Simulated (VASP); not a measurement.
V (bcc): the lattice constant a from VASP (plane waves, PAW) at several levels of theory. Static lattice.

| level | lattice constant a (Å) | error against measurement |
|---|---|---|
| LDA | 2.929 | -3.1 % |
| PBE | 2.999 | -0.7 % |
| RPBE | 3.024 | +0.1 % |
| AM05 | 2.959 | -2.1 % |
| PBE-D3(BJ) | 2.953 | -2.3 % |
| PBE-D4 | 2.978 | -1.4 % |
| optB88-vdW | 2.983 | -1.2 % |
| rev-vdW-DF2 | 2.974 | -1.5 % |
| revTPSS | 2.973 | -1.6 % |
| r2SCAN+rVV10 | 2.981 | -1.3 % |

Measured: 3.021 Å at 0 K (as given by Daniel Mejia-Rodriguez et al., Physical Review B (2018), arXiv:1807.09216; static lattice: zero-point anharmonic expansion removed).

The cell of the LDA run:

```
CELL_PARAMETERS angstrom
     -1.46439     1.46439     1.46439
      1.46439    -1.46439     1.46439
      1.46439     1.46439    -1.46439
ATOMIC_POSITIONS crystal
  V  0.00000 0.00000 0.00000
```

Only levels that ran to the end are used. Left out are those held back, those with too coarse a band path, GW runs whose mesh misses a band edge, hybrids' fits of cells that aren't cubic and levels without matching references; a question may draw on a part of the rest.

The compound is V in the bcc structure.
